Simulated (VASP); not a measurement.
```xyz
2
Lattice="0.0000 3.3414 3.3414 3.3414 0.0000 3.3414 3.3414 3.3414 0.0000" Properties=species:S:1:pos:R:3 pbc="T T T"
Na     0.0000     0.0000     0.0000
I      3.3414     3.3414     3.3414
```

Level of theory: revPBE GGA, VASP's PBE PAW potentials (set 64) (plane waves; VASP 6.6.1). Numerical set-up: 520 eV cut-off, Gaussian smearing of 0.050 eV, potentials Na_pv I.

Unless said otherwise, spin-orbit coupling is left out, though it shifts the bands of the heavy elements here.

Question: Estimate the band gap (along the path) with the smallest direct gap where there is one.

Answer: 
```yaml
band gap (along the path): 3.64 eV
smallest direct gap (along the path): 3.64 eV
```

Only differences to runs with the same potentials and settings are physical.

The compound is NaI in the rock salt structure. It was relaxed first, which changed the volume by +10 %.
